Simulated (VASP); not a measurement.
Crystal: AlN.

```
CELL_PARAMETERS angstrom
3.12787 0.00000 0.00000
-1.56393 2.70881 0.00000
0.00000 0.00000 5.01593
ATOMIC_POSITIONS crystal
Al 0.33333 0.66667 0.99930
Al 0.66667 0.33333 0.49930
N 0.33333 0.66667 0.38070
N 0.66667 0.33333 0.88070
```

Program: VASP 6.6.1. Alike in all runs: task band structure; no spin polarisation; cell as given; k mesh 12 × 12 × 6; cutoff (eV) 520; smearing gaussian 0.03 eV.

Q: Order these runs on this cell by their pressure, lowest first.
A. level LDA; potentials or basis VASP PAW LDA potentials, release 64 (Al, N)
B. level r2SCAN; potentials or basis VASP PAW PBE potentials, release 64 (Al, N)
C. level PBE; potentials or basis VASP PAW PBE potentials, release 64 (Al, N)

A: A (-7.2 GPa), B (-4.6 GPa), C (0.1 GPa).

Caveats: the PAW data sets were made with another functional, which shifts forces and pressure a little (some runs).
